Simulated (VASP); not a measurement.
An input for Quantum ESPRESSO's pw.x (written as the equivalent of a VASP run, and not itself run):

```
&CONTROL
  calculation = 'scf'
  pseudo_dir = './pseudo'
  outdir = './out'
  tprnfor = .true.
  tstress = .true.
/
&SYSTEM
  ibrav = 0
  nat = 2
  ntyp = 2
  ecutwfc = 96
  occupations = 'smearing'
  smearing = 'methfessel-paxton'
  degauss = 0.00735
  input_dft = 'pbe'
/
&ELECTRONS
  conv_thr = 7.3e-09
  electron_maxstep = 100
/
ATOMIC_SPECIES
  Al 26.982 Al.upf
  Co 58.933 Co.upf
CELL_PARAMETERS angstrom
     2.8498343   -0.0000000    0.0000000
     0.0000000    2.8498343    0.0000000
    -0.0000000   -0.0000000    2.8498343
ATOMIC_POSITIONS crystal
  Al   0.5000000  0.5000000  0.5000000
  Co   0.0000000  0.0000000  0.0000000
K_POINTS automatic
  12 12 12 0 0 0
```

Q: Write the VASP files for the same calculation (PBE).

A: Several could match; the one computed here: 
File KPOINTS:
```
Automatic mesh
0
Gamma
12 12 12
0 0 0
```

### INCAR
```
! general
SYSTEM =CoAl
PREC   =Accurate
ENCUT  =480
LREAL  =.FALSE.
LASPH  =.TRUE.   ! aspherical one-centre terms

! electronic loop
EDIFF  =1E-7   ! SCF stop (eV)
NELM   =100
ALGO   =Normal   ! blocked Davidson
LMAXMIX=4   ! l cut-off of mixed one-centre charges

! smearing
ISMEAR =1   ! Methfessel-Paxton
SIGMA  =0.1

! functional
GGA    =PE

! ions
ISIF   =2   ! forces and stress, cell fixed

! output
LWAVE  =.FALSE.
LCHARG =.FALSE.
```

### POSCAR
```
CoAl
2.8498340
  1.0000001067   0.0000000000   0.0000000000
  0.0000000000   1.0000001067   0.0000000000
  0.0000000000   0.0000000000   1.0000001067
Al Co
1 1
Cart
  0.5000000533   0.5000000533   0.5000000533
  0.0000000000   0.0000000000   0.0000000000
```

POTCAR, in this order: Al Co (PBE.64 set). Program: vasp_std.

What does not carry over: the potentials are each code's own (VASP's PAW set, PseudoDojo norm-conserving files in pw.x), so ENCUT and ecutwfc are chosen apart and not converted; conv_thr bounds pw.x's estimated SCF error, while EDIFF bounds the energy change between steps.

The compound is CoAl in the CsCl type structure. It was relaxed first.
